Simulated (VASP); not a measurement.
Method: PBE GGA, VASP's PBE PAW potentials (set 64) (plane waves; VASP).

The input files of a VASP run:

File POSCAR:
```
Na
1
   -2.0944647258     2.0944647258     2.0944647258
    2.0944647258    -2.0944647258     2.0944647258
    2.0944647258     2.0944647258    -2.0944647258
Na
1
Direct
  0.0000000000   0.0000000000   0.0000000000
```

**INCAR**
```
# general
SYSTEM  =  Na
PREC    =  Normal
ENCUT   =  400
LREAL   =  F
LASPH   =  T

# electronic loop
EDIFF   =  1E-5
NELM    =  100
NELMIN  =  4
ALGO    =  Fast

# smearing
ISMEAR  =  1
SIGMA   =  0.1

# functional
GGA     =  PE

# ions
IBRION  =  2
NSW     =  20
ISIF    =  2
EDIFFG  =  -0.03

# output
LWAVE   =  F
LCHARG  =  F
```

KPOINTS:
```
K-points
0
gamma
14 14 14
0 0 0
```

POTCAR, in this order: Na_pv (PBE.64 set). Program: vasp_std.

Problem. Predict the energy per atom (σ→0), band gap (on the k-mesh).

Solution. 
The energy per atom (σ→0) is -1.311 eV/atom and the band gap (on the k-mesh) comes out as none (metal, semimetal or under 0.01 eV).

File OSZICAR:
```
...
DAV:   3    -0.130831880347E+01   -0.33854E+00   -0.33854E+00  1918   0.251E+01
DAV:   4    -0.131129620799E+01   -0.29774E-02   -0.29774E-02  1799   0.204E+00
DAV:   5    -0.131133816262E+01   -0.41955E-04   -0.41955E-04  1869   0.205E-01    0.209E-01
RMM:   6    -0.131113127253E+01    0.20689E-03   -0.33369E-04  1486   0.276E-01    0.140E-01
RMM:   7    -0.131091361221E+01    0.21766E-03   -0.73724E-04  1474   0.347E-01    0.158E-02
RMM:   8    -0.131091680537E+01   -0.31932E-05   -0.16597E-04  1475   0.321E-01    0.466E-03
RMM:   9    -0.131092008676E+01   -0.32814E-05   -0.37391E-05  1414   0.935E-02
   1 F= -.13109201E+01 E0= -.13106941E+01  d E =-.131092E+01
```

The compound is Na in the bcc structure. It was relaxed first.
